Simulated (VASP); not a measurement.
**Ag: single point with PBE**

Crystal: Ag.

```
CELL_PARAMETERS angstrom
0.00000 2.04275 2.04275
2.04275 0.00000 2.04275
2.04275 2.04275 0.00000
ATOMIC_POSITIONS crystal
Ag 0.00000 0.00000 0.00000
```

```json
{
  "Program": "VASP 6.6.1",
  "Task": "single point",
  "Functional": "PBE",
  "Potentials or basis": "VASP PAW PBE potentials, release 64 (Ag)",
  "Cutoff": "520 eV",
  "k mesh": "4 × 4 × 4",
  "Occupations": "gaussian, width 0.1 eV",
  "Spin": "no spin polarisation"
}
```

| Item | Value |
| --- | --- |
| Pressure | 5.6 GPa |
| Band gap on the k mesh | none (metal or under the smearing width) |

Levels at points of the mesh, in eV from the Fermi level:
```tsv
k point	band 3	band 4	band 5	band 6	band 7	band 8	band 9	band 10
(0.00, 0.00, 0.00)	-5.71	-5.71	-4.67	-4.67	15.14	18.72	18.72	18.72
(0.50, 0.00, 0.00)	-5.73	-3.88	-3.88	-1.29	2.71	14.37	16.99	16.99
(0.50, 0.50, 0.00)	-3.91	-3.67	-3.67	0.72	5.85	9.78	9.78	16.29
```

It took 2 s on 1 thread of Intel(R) Xeon(R) 6975P-C (Granite Rapids), on a shared host, peak memory 0.13 GiB.

Caveat: the k mesh is coarse (spacing up to 0.67 Å⁻¹), so the values aren't converged.
